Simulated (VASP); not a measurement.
```xyz
2
Lattice="0.0000 1.7918 1.7918 1.7918 0.0000 1.7918 1.7918 1.7918 0.0000" Properties=species:S:1:pos:R:3 pbc="T T T"
B      0.0000     0.0000     0.0000
N      0.8959     0.8959     0.8959
```

Calculation: LDA (Ceperley-Alder, Perdew-Zunger), VASP's LDA PAW potentials (set 64) (plane waves; VASP). Settings: 520 eV cut-off, 14×14×14 Γ-centred mesh, tetrahedra with Blöchl corrections, potentials B N.

Problem. Tabulate the total density of states (states/eV per cell) against energy (eV; zero at the valence-band maximum or, without a gap, the Fermi level).

Solution. 
(E (eV), DOS (states/eV)): (-9.98, 0.24); (-9.26, 0.38); (-8.54, 1.04); (-7.82, 0.33); (-6.98, 0.56); (-6.26, 0.56); (-5.54, 0.66); (-4.82, 0.88); (-4.10, 0.85); (-3.26, 0.83); (-2.54, 0.79); (-1.82, 0.55); (-1.10, 0.32); (-0.38, 0.16); (0.34, 0.00); (1.06, 0.00); (1.90, 0.00); (2.62, 0.00); (3.34, 0.00); (4.06, 0.00); (4.78, 0.04); (5.62, 0.10); (6.34, 0.16); (7.06, 0.24); (7.78, 0.34)
Within 2 eV below the valence-band maximum the largest weight inside VASP's projection spheres is N p, then B p.

The compound is BN in the zinc blende structure. It was relaxed first.
